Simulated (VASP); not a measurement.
An input for Quantum ESPRESSO's pw.x (written as the equivalent of a VASP run, and not itself run):

```
&CONTROL
  calculation = 'vc-relax'
  pseudo_dir = './pseudo'
  outdir = './out'
  tprnfor = .true.
  tstress = .true.
  nstep = 60
  forc_conv_thr = 0.00039
/
&SYSTEM
  ibrav = 0
  nat = 2
  ntyp = 2
  ecutwfc = 84
  occupations = 'smearing'
  smearing = 'gaussian'
  degauss = 0.003675
  input_dft = 'pw91'
/
&ELECTRONS
  conv_thr = 7.3e-08
  electron_maxstep = 100
/
&IONS
/
&CELL
/
ATOMIC_SPECIES
  B 10.810 B.upf
  As 74.922 As.upf
CELL_PARAMETERS angstrom
     0.0000000    2.4094163    2.4094163
     2.4094163    0.0000000    2.4094163
     2.4094163    2.4094163   -0.0000000
ATOMIC_POSITIONS crystal
  B    0.0000000  0.0000000  0.0000000
  As   0.2500000  0.2500000  0.2500000
K_POINTS automatic
  9 9 9 0 0 0
```

Q: Translate this input to VASP (INCAR, KPOINTS, POSCAR, choice of POTCAR).

A: One answer among several that fit: 
**INCAR**
```
# general
SYSTEM  = BAs
PREC    = Accurate
ENCUT   = 520
LREAL   = .FALSE.
LASPH   = .TRUE.

# electronic loop
EDIFF   = 1E-6
NELM    = 100
ALGO    = Normal
LMAXMIX = 4

# smearing
ISMEAR  = 0
SIGMA   = 0.05

# functional
GGA     = 91

# ions
IBRION  = 2
NSW     = 60
ISIF    = 3
EDIFFG  = -0.01

# output
LWAVE   = .FALSE.
LCHARG  = .FALSE.
```

File KPOINTS:
```
Automatic mesh
0
Gamma
9 9 9
0 0 0
```

POSCAR:
```
BAs
1
    0.0000000000     2.4094163433     2.4094163433
    2.4094163433     0.0000000000     2.4094163433
    2.4094163433     2.4094163433    -0.0000000000
B As
1 1
Direct
  0.0000000000   0.0000000000   0.0000000000
  0.2500000000   0.2500000000   0.2500000000
```

POTCAR, in this order: B As (PBE.64 set). Program: vasp_std.

Limits of the translation: the potentials are each code's own (VASP's PAW set, PseudoDojo norm-conserving files in pw.x), so ENCUT and ecutwfc are chosen apart and not converted; conv_thr bounds pw.x's estimated SCF error, while EDIFF bounds the energy change between steps; forc_conv_thr acts on force components and is met together with etot_conv_thr.

The compound is BAs in the zinc blende structure. It was relaxed first. The start is the result of an earlier pass.
